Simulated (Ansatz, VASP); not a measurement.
## Two plane-wave programs on AgWCl3

Contents of POSCAR:

```
AgWCl3
1.0
    4.7527385517      0.0000000000      0.0000000000
    0.0000000000      4.7527385517      0.0000000000
    0.0000000000      0.0000000000      4.7527385517
Ag W Cl
1 1 3
Direct
    0.0000000000      0.0000000000      0.0000000000
    0.5000000000      0.5000000000      0.5000000000
    0.0000000000      0.5000000000      0.5000000000
    0.5000000000      0.0000000000      0.5000000000
    0.5000000000      0.5000000000      0.0000000000
```

INCAR.step1

```
ALGO     = Normal         # electronic algorithm
EDIFF    = 1E-4           # SCF threshold, eV
ENCUT    = 520            # plane-wave cutoff, eV
GGA      = PE             # functional
ISMEAR   = 0              # smearing method
LASPH    = T              # aspherical terms in the spheres
LCHARG   = F              # write CHGCAR
LREAL    = F              # projectors in reciprocal space
LWAVE    = T              # write WAVECAR
NBANDS   = 31             # bands
NELM     = 80             # most SCF steps
PREC     = Accurate       # precision mode
SIGMA    = 0.1            # smearing width, eV
```

Contents of INCAR.step2:

```
ALGO     = Normal         # electronic algorithm
EDIFF    = 1E-7           # SCF threshold, eV
ENCUT    = 520            # plane-wave cutoff, eV
ISIF     = 2              # what is computed and relaxed
ISMEAR   = 0              # smearing method
ISTART   = 1            
LASPH    = T              # aspherical terms in the spheres
LCHARG   = F              # write CHGCAR
LMIXTAU  = T            
LREAL    = F              # projectors in reciprocal space
LWAVE    = F              # write WAVECAR
METAGGA  = R2SCAN         # meta-GGA
NBANDS   = 31             # bands
NELM     = 80             # most SCF steps
PREC     = Accurate       # precision mode
SIGMA    = 0.1            # smearing width, eV
```

The input KPOINTS:

```
k-points
0
Gamma
  4 4 4
```

Input for Ansatz:

```yaml
crystal:
  lattice:
    - [4.7527385517, 0.0, 0.0]
    - [0.0, 4.7527385517, 0.0]
    - [0.0, 0.0, 4.7527385517]
  atoms:
    - { symbol: Ag, position: [0.0, 0.0, 0.0] }
    - { symbol: W, position: [0.5, 0.5, 0.5] }
    - { symbol: Cl, position: [0.0, 0.5, 0.5] }
    - { symbol: Cl, position: [0.5, 0.0, 0.5] }
    - { symbol: Cl, position: [0.5, 0.5, 0.0] }
basis:
  ecutwfc: 500
kpoints:
  mp_grid: { grid: [4, 4, 4] }
hamiltonian:
  xc: r2scan
scf:
  occupations: { method: gaussian, width: 0.1 }
  lower_state_search: "off"
output:
  forces: true
  stress: true
  eigenvalues: true
```

Alike in both runs: task single point; functional r2SCAN; k mesh 4 × 4 × 4; occupations gaussian, width 0.1 eV; no spin polarisation.

```csv
,VASP,Ansatz
version,VASP 6.6.1,Ansatz 0.2.0
potentials or method,"VASP PAW PBE potentials, release 64 (Ag, W_sv, Cl)","scalar-relativistic, plane waves, PAW"
plane-wave cutoff (eV),520,500
valence electrons in the cell,46,54
```

VASP gave:

```
gap on the k mesh at the Fermi level (eV) : none
pressure (GPa)                            : 1.3
```

Q: Estimate Ansatz's values.

A: gap on the k mesh at the Fermi level (eV): none; pressure (GPa): 1.2.

A gap of «none» marks a metal or a gap that the smearing closes. With one functional, cell and mesh, what is left measures potentials, basis and numerics. The two sets of potentials don't hold the same shells in valence.

Caveats: the PAW data sets were made with another functional, which shifts forces and pressure a little (VASP). The runs have no spin-orbit coupling, so splittings on W are missing.
